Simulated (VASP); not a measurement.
Computed with PBE GGA, VASP's PBE PAW potentials (set 64) (plane waves; VASP).

The input files of a VASP run:

File POSCAR:
```
AsIr
1
    3.4169170000     0.0000000000     0.0000000000
   -1.7084590000     2.9591370000     0.0000000000
    0.0000000000     0.0000000000     3.3347420000
Ir As
1 1
Direct
  0.0000000000   0.0000000000   0.0000000000
  0.6666670000   0.3333330000   0.5000000000
```

File KPOINTS:
```
Automatic mesh
0
Gamma
6 6 5
0 0 0
```

INCAR:
```
ALGO=Normal
EDIFF=1E-6
ENCUT=300
GGA=PE
ISIF=2
ISMEAR=-1
LASPH=T
LCHARG=F
LMAXMIX=6
LREAL=F
LWAVE=F
NELM=100
PREC=Accurate
SIGMA=0.1
SYSTEM=AsIr
```

POTCAR, in this order: Ir As (PBE.64 set). Program: vasp_std.

The run wrote:

File OSZICAR:
```
       N       E                     dE             d eps       ncg     rms          rms(c)
DAV:   1     0.516852836591E+02    0.51685E+02   -0.44391E+03   494   0.710E+02
DAV:   2    -0.106576246593E+02   -0.62343E+02   -0.56141E+02   471   0.216E+02
DAV:   3    -0.132816989385E+02   -0.26241E+01   -0.25356E+01   580   0.435E+01
DAV:   4    -0.133221486911E+02   -0.40450E-01   -0.40404E-01   513   0.554E+00
DAV:   5    -0.133229272764E+02   -0.77859E-03   -0.77846E-03   555   0.731E-01    0.116E+01
DAV:   6    -0.131008932114E+02    0.22203E+00   -0.11633E+00   564   0.126E+01    0.539E+00
DAV:   7    -0.130592249714E+02    0.41668E-01   -0.15232E-01   586   0.408E+00    0.319E+00
DAV:   8    -0.130464772412E+02    0.12748E-01   -0.37663E-02   551   0.218E+00    0.236E-01
DAV:   9    -0.130462682903E+02    0.20895E-03   -0.15888E-03   529   0.296E-01    0.975E-02
DAV:  10    -0.130462527820E+02    0.15508E-04   -0.24250E-04   543   0.193E-01    0.217E-02
DAV:  11    -0.130462541594E+02   -0.13774E-05   -0.91926E-06   507   0.342E-02    0.469E-03
DAV:  12    -0.130462543929E+02   -0.23356E-06   -0.82791E-07   300   0.801E-03
   1 F= -.13046254E+02 E0= -.13035154E+02  d E =-.222014E-01
```

OUTCAR:
```
------------------------ aborting loop because EDIFF is reached ----------------------------------------
  FORCE on cell =-STRESS in cart. coord.  units (eV):
  Direction    XX          YY          ZZ          XY          YZ          ZX
  --------------------------------------------------------------------------------------
  Total        0.0920413      0.0920413     -1.0285379     -0.0000000     -0.0000000      0.0000000
  in kB        4.3735237      4.3735239    -48.8730171     -0.0000007     -0.0000000      0.0000000
  external PRESSURE =     -13.3753232 kB  Pullay stress =       0.0000000 kB
  volume of cell :       33.72
      direct lattice vectors                 reciprocal lattice vectors
     3.416917000  0.000000000  0.000000000     0.292661484  0.168968232  0.000000000
    -1.708459000  2.959137000  0.000000000     0.000000000  0.337936365  0.000000000
     0.000000000  0.000000000  3.334742000     0.000000000  0.000000000  0.299873274
 POSITION                                       TOTAL-FORCE (eV/Angst)
 -----------------------------------------------------------------------------------
      0.00000      0.00000      0.00000        -0.000000      0.000000      0.000000
      1.70846      0.98638      1.66737         0.000000      0.000000      0.000000
 -----------------------------------------------------------------------------------
    total drift:                               -0.000245      0.000139     -0.000000
  FREE ENERGIE OF THE ION-ELECTRON SYSTEM (eV)
  ---------------------------------------------------
  free  energy   TOTEN  =       -13.0462543929 eV

  energy  without entropy=      -13.0240529941  energy(sigma->0) =      -13.03515369
```
(Selected blocks of OUTCAR.)

At this cut-off the stress carries a Pulay error, which pulls relaxed volumes low.

The structure was generated: AsIr was put into an ordered model structure, which need not be its known phase. The cell was not relaxed at this level. The k-mesh is coarse (spacing up to 0.38 per Å, 2π included), so the numbers may not be converged in it.
